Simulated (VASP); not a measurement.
An input for Ansatz (written as the equivalent of a VASP run, and not itself run):

Ansatz 0.2 input:
```yaml
crystal:
  lattice:
    - [3.2104866, 0.0000000, 0.0000000]
    - [0.0000000, 3.2104866, 0.0000000]
    - [0.0000000, 0.0000000, 3.2104866]
  atoms:
    - { symbol: B, position: [0.0000000, 0.0000000, 0.0000000] }
    - { symbol: Bi, position: [0.5000000, 0.5000000, 0.5000000] }
kpoints:
  mp_grid: { grid: [11, 11, 11] }
hamiltonian:
  xc: pbesol
  pseudopotentials: { kind: paw }
scf:
  occupations: { method: methfessel_paxton, width: 0.1 }
  max_iter: 100
relax:
  max_steps: 40
  f_tol: 0.02
  cell: { p_target: 10 }
output: { forces: true, stress: true, eigenvalues: true }
```

Q: Write the VASP files for the same calculation (PBEsol).

A: This is not unique; one that fits is 
File KPOINTS:
```
Automatic mesh
0
gamma
11 11 11
0 0 0
```

INCAR:
```
# general
SYSTEM =BBi
PREC   =Accurate
ENCUT  =620
LREAL  =.FALSE.
LASPH  =.TRUE.

# electronic loop
EDIFF  =1E-6
NELM   =100
ALGO   =Normal
LMAXMIX=4

# smearing
ISMEAR =1
SIGMA  =0.1

# functional
GGA    =PS

# ions
IBRION =2
NSW    =40
ISIF   =3
EDIFFG =-0.02
PSTRESS=100

# output
LWAVE  =.FALSE.
LCHARG =.FALSE.
```

**POSCAR**
```
BBi
1.0
  3.2104865785   0.0000000000   0.0000000000
  0.0000000000   3.2104865785   0.0000000000
  0.0000000000   0.0000000000   3.2104865785
B Bi
1 1
Direct
  0.0000000000   0.0000000000   0.0000000000
  0.5000000000   0.5000000000   0.5000000000
```

POTCAR, in this order: B Bi_d (PBE.64 set). Program: vasp_std.

The two are equivalent in intent, not identical: each code has its own PAW files, so the cut-off isn't converted (ENCUT is set for VASP's; basis.ecutwfc is left out, and Ansatz then takes the one that its files recommend); Ansatz stops its SCF on the density residual and VASP on the energy change (EDIFF).

The structure was generated: BBi was put into the CsCl type type (Pm-3m), which need not be its known phase. It was relaxed first under an external pressure of 10 GPa.
